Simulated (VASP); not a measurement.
# CuTe in VASP: further runs

One slab, CuTe, is run at these levels: PBEsol; tasks: relaxation of cell and atoms.

Program: VASP 6.6.1. These are calculated values, not measurements. Logs are shortened: lines on timing, memory, paths and dates and some standing lists are left out, and cuts for length are marked.

### 1 The slab as given

The cell holds a slab with vacuum, 4 atoms: a = 3.155 Å, b = 4.092 Å, c = 21.877 Å, α = 90.00°, β = 90.00°, γ = 90.00°.

### 2 Relaxation of cell and atoms, PBEsol

INCAR reads:

```
SYSTEM = CuTe
PREC = Accurate
ENCUT = 600
EDIFF = 1E-6
ISMEAR = 0
SIGMA = 0.03
LREAL = .FALSE.
LASPH = .TRUE.
NELM = 80
ALGO = Normal
ISIF = 3
LWAVE = .FALSE.
LCHARG = .FALSE.
GGA = PS
IBRION = 2
NSW = 90
EDIFFG = -0.01
LATTICE_CONSTRAINTS = .TRUE. .TRUE. .FALSE.
```

KPOINTS reads:

```
Automatic mesh
0
G
  10 8 1
  0 0 0
```

POSCAR reads:

```
CuTe
1.0
    3.1550000000      0.0000000000      0.0000000000
    0.0000000000      4.0920000000      0.0000000000
    0.0000000000      0.0000000000     21.8772744000
Te Cu
2 2
Direct
    0.0000000000      0.0000000000      0.4113858000
    0.5000000000      0.5000000000      0.5886142000
    0.0000000000      0.5000000000      0.4849607000
    0.5000000000      0.0000000000      0.5150393000
```

Potentials or basis: VASP PAW PBE potentials, release 64 (Te, Cu).

On the command line:

```console
cat potpaw_PBE.64/Te/POTCAR potpaw_PBE.64/Cu/POTCAR > POTCAR
mpirun -np 1 vasp_std > vasp.out
```

OUTCAR:

```text
SYSTEM = CuTe
   PREC = Accurate
   ENCUT = 600
   EDIFF = 1E-6
   ISMEAR = 0
   LREAL = .FALSE.
   LASPH = .TRUE.
   NELM = 80
   ISIF = 3
   GGA = PS
   IBRION = 2
   NSW = 90
   EDIFFG = -0.01

 ion  position               nearest neighbor table
   1  0.000  0.000  0.411-   3 2.60   3 2.60   4 2.76   4 2.76
   2  0.500  0.500  0.589-   4 2.60   4 2.60   3 2.76   3 2.76
   3  0.000  0.500  0.485-   1 2.60   1 2.60   4 2.67   4 2.67   4 2.67   4 2.67   2 2.76   2 2.76

   4  0.500  0.000  0.515-   2 2.60   2 2.60   3 2.67   3 2.67   3 2.67   3 2.67   1 2.76   1 2.76

  LATTYP: Found a simple orthorhombic cell.
 ALAT       =     3.1550000000
 B/A-ratio  =     1.2969889065
 C/A-ratio  =     6.9341598732

  Lattice vectors:

 A1 = (   3.1550000000,   0.0000000000,   0.0000000000)
 A2 = (   0.0000000000,   4.0920000000,   0.0000000000)
 A3 = (   0.0000000000,   0.0000000000,  21.8772744000)

Analysis of symmetry for initial positions (statically):
=====================================================================
 Subroutine PRICEL returns:
 Original cell was already a primitive cell.

 Routine SETGRP: Setting up the symmetry group for a
 simple orthorhombic supercell.

 Subroutine GETGRP returns: Found  8 space group operations
 (whereof  4 operations were pure point group operations)
 out of a pool of  8 trial point group operations.

The static configuration has the point symmetry C_2v.
 The point group associated with its full space group is D_2h.

Analysis of symmetry for dynamics (positions and initial velocities):
=====================================================================
 Subroutine PRICEL returns:
 Original cell was already a primitive cell.

 Routine SETGRP: Setting up the symmetry group for a
 simple orthorhombic supercell.

 Subroutine GETGRP returns: Found  8 space group operations
 (whereof  4 operations were pure point group operations)
 out of a pool of  8 trial point group operations.

The dynamic configuration has the point symmetry C_2v.
 The point group associated with its full space group is D_2h.

 Subroutine INISYM returns: Found  8 space group operations
 (whereof  4 operations are pure point group operations),
 and found     1 'primitive' translations

----------------------------------------------------------------------------------------

                                     Primitive cell

  volume of cell :     282.4413

  direct lattice vectors                    reciprocal lattice vectors
     3.155000000  0.000000000  0.000000000     0.316957211  0.000000000  0.000000000
     0.000000000  4.092000000  0.000000000     0.000000000  0.244379277  0.000000000
     0.000000000  0.000000000 21.877274400     0.000000000  0.000000000  0.045709533

  length of vectors
     3.155000000  4.092000000 21.877274400     0.316957211  0.244379277  0.045709533

  position of ions in fractional coordinates (direct lattice)
     0.000000000  0.000000000  0.411385800
     0.500000000  0.500000000  0.588614200
     0.000000000  0.500000000  0.484960700
     0.500000000  0.000000000  0.515039300

  ion indices of the primitive-cell ions
   primitive index   ion index
                 1           1
                 2           2
                 3           3
                 4           4

----------------------------------------------------------------------------------------

 KPOINTS: Automatic mesh

Automatic generation of k-mesh.
 Grid dimensions read from file:
 generate k-points for:   10    8    1

 Generating k-lattice:

  Cartesian coordinates                     Fractional coordinates (reciprocal lattice)
     0.031695721  0.000000000  0.000000000     0.100000000  0.000000000  0.000000000
     0.000000000  0.030547410  0.000000000     0.000000000  0.125000000  0.000000000
     0.000000000  0.000000000  0.045709533     0.000000000  0.000000000  1.000000000

  Length of vectors
     0.031695721  0.030547410  0.045709533

  Shift w.r.t. Gamma in fractional coordinates (k-lattice)
     0.000000000  0.000000000  0.000000000

 Subroutine IBZKPT returns following result:
 ===========================================

 Found     30 irreducible k-points:

 Following reciprocal coordinates:
            Coordinates               Weight
  0.000000  0.000000  0.000000      1.000000
  0.100000  0.000000  0.000000      2.000000
  0.200000  0.000000  0.000000      2.000000
  0.300000  0.000000  0.000000      2.000000
  0.400000  0.000000  0.000000      2.000000
  0.500000  0.000000  0.000000      1.000000
[... 16 lines left out ...]
  0.400000  0.375000  0.000000      4.000000
  0.500000  0.375000  0.000000      2.000000
 [... further k-points ...]
   k-points           NKPTS =     30   k-points in BZ     NKDIM =     30   number of bands    NBANDS=     21
   number of dos      NEDOS =    301   number of ions     NIONS =      4
   total plane-waves  NPLWV = 181440
   dimension x,y,z NGX =    28 NGY =   36 NGZ =  180
   dimension x,y,z NGXF=    56 NGYF=   72 NGZF=  360
   ions per type =               2   2
   NGX,Y,Z   is equivalent  to a cutoff of  14.75, 14.63, 13.68 a.u.
   NGXF,Y,Z  is equivalent  to a cutoff of  29.51, 29.25, 27.36 a.u.
 SYSTEM =  CuTe
   PREC   = accura    normal or accurate (medium, high low for compatibility)
   ISTART =      0    job   : 0-new  1-cont  2-samecut
   ICHARG =      2    charge: 1-file 2-atom 10-const
   ISPIN  =      1    spin polarized calculation?
   LNONCOLLINEAR =      F non collinear calculations
   LSORBIT =      F    spin-orbit coupling
   LASPH  =      T    aspherical Exc in radial PAW
   ENCUT  =  600.0 eV  44.10 Ry    6.64 a.u.   6.30  8.17 43.69*2*pi/ulx,y,z
   NELM   =     80;   NELMIN=  2; NELMDL= -5     # of ELM steps
   EDIFF  = 0.1E-05   stopping-criterion for ELM
   LREAL  =      F    real-space projection
   EDIFFG = -.1E-01   stopping-criterion for IOM
   NSW    =     90    number of steps for IOM
   IBRION =      2    ionic relax: 0-MD 1-quasi-New 2-CG
   NFREE  =      1    steps in history (QN), initial steepest desc. (CG)
   ISIF   =      3    stress and relaxation
   ISYM   =      2    0-nonsym 1-usesym 2-fastsym
   POTIM  = 0.5000    time-step for ionic-motion
   TEBEG  =    0.0;   TEEND  =   0.0 temperature during run
   PSTRESS=    0.0 pullay stress
   NELECT =      34.0000    total number of electrons
   NUPDOWN=      -1.0000    fix difference up-down
   EMIN   =  10.00;   EMAX   =-10.00  energy-range for DOS
   EFERMI =   0.00;   METHOD = LEGACY
   ISMEAR =     0;   SIGMA  =   0.03  broadening in eV -4-tet -1-fermi 0-gaus
   EFERMI_NEDOS =   21; number of points for ismear=-14 and -15
   IALGO  =     38    algorithm
   IMIX   =      4    mixing-type and parameters
     AMIX     =   0.40;   BMIX     =  1.00
     AMIX_MAG =   1.60;   BMIX_MAG =  1.00
  volume/ion in A,a.u.               =      70.61       476.50
  Fermi-wavevector in a.u.,A,eV,Ry     =   0.808336  1.527533  8.890136  0.653407
  Thomas-Fermi vector in A             =   1.917122
   LORBIT       =      0    0 simple, 1 ext, 2 COOP (PROOUT), +10 PAW based schemes
   GGA     = PS    functional components
   LHFCALC =     F    Hartree Fock is set to
   AEXX    =    0.0000 exact exchange contribution
   IVDW    =     0    specifies the selected vdW correction
   LEPSILON=     F    determine dielectric tensor
   LRPA    =     F    only Hartree local field effects (RPA)
 conjugate gradient relaxation of ions
 non-spin polarized calculation
 Gauss-broadening in eV      SIGMA  =   0.03
  energy-cutoff  :      600.00
  volume of cell :      282.44
 maximum number of plane-waves:      9468
 NGX is ok and might be reduce to    28
   NGX = 13   NGY = 17   NGZ = 87

--------------------------------------- Ionic step        1  -------------------------------------------

 number of electron      33.9999992 magnetization

 Free energy of the ion-electron system (eV)
  ---------------------------------------------------
  ext. energy  EPLUGINS =         0.00000000
  ---------------------------------------------------
  free energy    TOTEN  =       -15.71121912 eV

  energy without entropy =      -15.70872887  energy(sigma->0) =      -15.70997400

------------------------ aborting loop because EDIFF is reached ----------------------------------------

  FORCE on cell =-STRESS in cart. coord.  units (eV):
  Direction    XX          YY          ZZ          XY          YZ          ZX
  --------------------------------------------------------------------------------------
  -------------------------------------------------------------------------------------
  Total       -0.6075219     -2.4797632     -1.5146418      0.0000000      0.0000000      0.0000000
  in kB       -3.4462305    -14.0667116     -8.5919613      0.0000000      0.0000000      0.0000000
  external PRESSURE =      -8.7016345 kB  Pullay stress =       0.0000000 kB
[... 95 lines left out ...]
  FREE ENERGIE OF THE ION-ELECTRON SYSTEM (eV)
  ---------------------------------------------------
  free  energy   TOTEN  =       -15.7564527257 eV

  energy  without entropy=      -15.7535867108  energy(sigma->0) =      -15.75501972

[... ionic steps 4 to 22 ...]

--------------------------------------- Ionic step       23  -------------------------------------------

 number of electron      34.0000014 magnetization

------------------------ aborting loop because EDIFF is reached ----------------------------------------
[... 71 lines left out ...]
--------------------------------------- Ionic step       25  -------------------------------------------

 number of electron      34.0000013 magnetization

 Free energy of the ion-electron system (eV)
  ---------------------------------------------------
  ext. energy  EPLUGINS =         0.00000000
  ---------------------------------------------------
  free energy    TOTEN  =       -15.78934621 eV

  energy without entropy =      -15.78769107  energy(sigma->0) =      -15.78851864

 E-fermi :  -0.9902     XC(G=0):  -3.7793

 val. band max:       -1.0119148430   @ k =   0.2000   0.2500   0.0000
 cond. band min:      -0.9798143515   @ k =   0.2000   0.1250   0.0000
 fundamental gap:      0.0321004915
 Fermi energy:        -0.9902320883

 k-point     1 :       0.0000    0.0000    0.0000
  band No.  band energies     occupation
      1     -13.9578      2.00000
      2     -13.2609      2.00000
      3      -7.1407      2.00000
      4      -5.6422      2.00000
      5      -5.2413      2.00000
      6      -4.6576      2.00000
[... 565 lines left out ...]
     20       2.1089      0.00000
     21       2.3008      0.00000

 [... further k-points ...]

------------------------ aborting loop because EDIFF is reached ----------------------------------------

  FORCE on cell =-STRESS in cart. coord.  units (eV):
  Direction    XX          YY          ZZ          XY          YZ          ZX
  --------------------------------------------------------------------------------------
  -------------------------------------------------------------------------------------
  Total        0.0137426      0.0015977      0.0167909      0.0000000      0.0000000      0.0000000
  in kB        0.0797800      0.0092751      0.0974763      0.0000000      0.0000000      0.0000000
  external PRESSURE =       0.0621772 kB  Pullay stress =       0.0000000 kB
[... 19 lines left out ...]
  FREE ENERGIE OF THE ION-ELECTRON SYSTEM (eV)
  ---------------------------------------------------
  free  energy   TOTEN  =       -15.7893462144 eV

  energy  without entropy=      -15.7876910679  energy(sigma->0) =      -15.78851864

 reached required accuracy - stopping structural energy minimisation
```

Run time: 25 min. Hardware: 1 thread of Intel Xeon 6975P-C (Granite Rapids), shared host; peak memory 0.65 GiB.

What came out:

```
Free energy                            : -15.7893 eV
Relaxed volume                         : 69.00 Å³/atom
Relaxed cell                           : a = 3.222 Å, b = 3.915 Å, c = 21.877 Å, α = 90.00°, β = 90.00°, γ = 90.00°
Space group after relaxing (to 0.05 Å) : Pmmn (No. 59)
Energy gained by relaxing              : 19.5 meV/atom
Ionic steps                            : 25
Band gap on the k mesh                 : none (metal or under the smearing width)
```

Forces on the atoms (eV/Å):
```
Te   0.000  0.000 -0.003
Te   0.000  0.000  0.003
Cu   0.000  0.000  0.001
Cu   0.000  0.000 -0.001
```

Step by step:
| step | energy change (eV) | largest force (eV/Å) | pressure (GPa) | volume (Å³) |
| --- | --- | --- | --- | --- |
| 1 | 0.0000 | 0.3549 | -0.87 | 282.44 |
| 2 | -0.0450 | 0.2229 | 0.22 | 271.99 |
| 3 | -0.0452 | 0.2185 | 0.20 | 272.56 |
| 4 | -0.0584 | 0.2293 | 0.06 | 273.27 |
| 5 | -0.0645 | 0.2388 | 0.07 | 273.87 |
| 6 | -0.0653 | 0.2435 | 0.04 | 274.14 |
| 7 | -0.0736 | 0.1300 | -0.12 | 275.44 |
| 8 | -0.0752 | 0.0926 | -0.19 | 276.13 |
| 9 | -0.0753 | 0.1113 | -0.22 | 276.40 |
| 10 | -0.0772 | 0.0155 | 0.07 | 274.05 |
| 11 | -0.0774 | 0.0332 | -0.01 | 274.66 |
| 12 | -0.0778 | 0.0165 | 0.00 | 274.95 |
| 13 | -0.0779 | 0.0152 | 0.04 | 275.07 |
| 14 | -0.0779 | 0.0220 | 0.02 | 275.32 |
| 15 | -0.0779 | 0.0180 | 0.00 | 275.18 |
| 16 | -0.0779 | 0.0170 | 0.03 | 275.15 |
| 17 | -0.0780 | 0.0193 | -0.04 | 276.13 |
| 18 | -0.0781 | 0.0144 | -0.02 | 275.81 |
| 19 | -0.0781 | 0.0149 | 0.00 | 275.86 |
| 20 | -0.0780 | 0.0175 | -0.02 | 276.01 |
| 21 | -0.0780 | 0.0177 | -0.03 | 276.05 |
| 22 | -0.0781 | 0.0043 | -0.06 | 276.16 |
| 23 | -0.0781 | 0.0060 | -0.04 | 276.15 |
| 24 | -0.0780 | 0.0236 | 0.04 | 275.61 |
| 25 | -0.0781 | 0.0029 | 0.01 | 275.98 |

Final structure:
```cif
data_structure
_symmetry_space_group_name_H-M 'P 1'
_symmetry_Int_Tables_number 1
_cell_length_a 3.2220
_cell_length_b 3.9154
_cell_length_c 21.8773
_cell_angle_alpha 90.000
_cell_angle_beta 90.000
_cell_angle_gamma 90.000
_cell_volume 275.98
loop_
_atom_site_label
_atom_site_type_symbol
_atom_site_fract_x
_atom_site_fract_y
_atom_site_fract_z
_atom_site_occupancy
Te1 Te 0.00000 0.00000 0.41245 1
Te2 Te 0.50000 0.50000 0.58755 1
Cu1 Cu 0.00000 0.50000 0.48909 1
Cu2 Cu 0.50000 0.00000 0.51091 1
```

Caveat: the PAW data sets were made with another functional, which shifts forces and pressure a little.

### 3 Relaxation of cell and atoms, PBEsol

This run uses another cell than the first one, of 69.00 Å³/atom, 0.977 times its volume.

INCAR: that of step 2 with these lines changed.

```diff
@@ -3,3 +3,3 @@
 ENCUT = 600
-EDIFF = 1E-6
+EDIFF = 1E-7
 ISMEAR = 0
@@ -16,3 +16,3 @@
 NSW = 90
-EDIFFG = -0.01
+EDIFFG = -0.005
 LATTICE_CONSTRAINTS = .TRUE. .TRUE. .FALSE.
```

KPOINTS is that of step 2.

POSCAR reads:

```
CuTe                                    
1.0
    3.2219548359      0.0000000000      0.0000000000
    0.0000000000      3.9153694601      0.0000000000
    0.0000000000      0.0000000000     21.8772744000
  Te              Cu            
     2     2
Direct
     0.0000000000000000    0.0000000000000000    0.4124478629983835
     0.5000000000000000    0.5000000000000000    0.5875521370016166
     0.0000000000000000    0.5000000000000000    0.4890923022863192
     0.5000000000000000    0.0000000000000000    0.5109076977136811
```

Potentials or basis: VASP PAW PBE potentials, release 64 (Te, Cu).

On the command line:

```console
cat potpaw_PBE.64/Te/POTCAR potpaw_PBE.64/Cu/POTCAR > POTCAR
mpirun -np 1 vasp_std > vasp.out
```

Run time: 3.3 min. Hardware: 1 thread of Intel Xeon 6975P-C (Granite Rapids), shared host; peak memory 0.52 GiB.

It converged, with:

* Free energy: -15.7890 eV
* Largest force after relaxing: 0.003 eV/Å
* Band gap on the k mesh: none (metal or under the smearing width)

Forces in eV/Å, atoms in the order of the input:
```
Te   0.000  0.000 -0.003
Te   0.000  0.000  0.003
Cu   0.000  0.000  0.001
Cu   0.000  0.000 -0.001
```

Final structure:
```yaml
crystal:
  lattice:
    - [3.22195, 0.00000, 0.00000]
    - [0.00000, 3.91537, 0.00000]
    - [0.00000, 0.00000, 21.87727]
  atoms:
    - { symbol: Te, position: [0.00000, 0.00000, 0.41245] }
    - { symbol: Te, position: [0.50000, 0.50000, 0.58755] }
    - { symbol: Cu, position: [0.00000, 0.50000, 0.48909] }
    - { symbol: Cu, position: [0.50000, 0.00000, 0.51091] }
```

Levels at points of the mesh, in eV from the Fermi level:
```tsv
k point	band 14	band 15	band 16	band 17	band 18	band 19	band 20	band 21
(0.00, 0.00, 0.00)	-1.83	-1.76	0.30	1.47	2.32	2.71	3.14	4.20
(0.50, 0.00, 0.00)	-2.40	-1.11	-1.11	0.79	0.79	2.37	2.37	5.70
(0.00, 0.50, 0.00)	-2.50	-1.91	-1.91	2.60	2.60	2.67	2.67	5.69
(0.50, 0.50, 0.00)	-2.29	-1.87	-1.87	-1.50	-1.50	3.01	3.01	3.24
```

Caveat: the relaxation stopped at its first step, so nothing moved; the PAW data sets were made with another functional, which shifts forces and pressure a little.
